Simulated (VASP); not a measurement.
The input files of a VASP run:

### INCAR
```
# general
SYSTEM =AgPd
PREC   =Accurate
ENCUT  =400
LREAL  =.FALSE.
LASPH  =.TRUE.

# electronic loop
EDIFF  =1E-6
NELM   =100
ALGO   =Normal
LMAXMIX=4

# smearing
ISMEAR =1
SIGMA  =0.1

# ions
IBRION =2
NSW    =60
ISIF   =3
EDIFFG =-0.01

# output
LWAVE  =.FALSE.
LCHARG =.FALSE.
```

### POSCAR
```
AgPd
1
    1.3809848260     0.7973121237     4.5310792271
   -1.3809848260     0.7973121237     4.5310792271
   -0.0000000000    -1.5946242475     4.5310792271
Ag Pd
1 1
Direct
  0.0000000000   0.0000000000   0.0000000000
  0.5000000000   0.5000000000   0.5000000000
```

File KPOINTS:
```
Automatic mesh
0
G
  14 14 14
0 0 0
```

POTCAR, in this order: Ag Pd (LDA.64 set). Program: vasp_std.

Task: Translate this LDA calculation to Quantum ESPRESSO's pw.x.

Result: One equivalent input (not run):
```
&CONTROL
  calculation = 'vc-relax'
  pseudo_dir = './pseudo'
  outdir = './out'
  tprnfor = .true.
  tstress = .true.
  nstep = 60
  forc_conv_thr = 0.00039
/
&SYSTEM
  ibrav = 0
  nat = 2
  ntyp = 2
  ecutwfc = 86
  occupations = 'smearing'
  smearing = 'methfessel-paxton'
  degauss = 0.00735
  input_dft = 'pz'
/
&ELECTRONS
  conv_thr = 7.3e-08
  electron_maxstep = 100
/
&IONS
/
&CELL
/
ATOMIC_SPECIES
  Ag 107.868 Ag.upf
  Pd 106.420 Pd.upf
CELL_PARAMETERS angstrom
     1.3809848    0.7973121    4.5310792
    -1.3809848    0.7973121    4.5310792
    -0.0000000   -1.5946242    4.5310792
ATOMIC_POSITIONS crystal
  Ag   0.0000000  0.0000000  0.0000000
  Pd   0.5000000  0.5000000  0.5000000
K_POINTS automatic
  14 14 14 0 0 0
```
The two are equivalent in intent, not identical: the potentials are each code's own (VASP's PAW set, PseudoDojo norm-conserving files in pw.x), so ENCUT and ecutwfc are chosen apart and not converted; conv_thr bounds pw.x's estimated SCF error, while EDIFF bounds the energy change between steps; forc_conv_thr acts on force components and is met together with etot_conv_thr.

The structure comes from a computed database's AgPd entry (R-3m); how it stands against other phases isn't given here. This run relaxes it. Symmetry was kept, so distortions that lower it aren't found. The start is the result of an earlier pass.
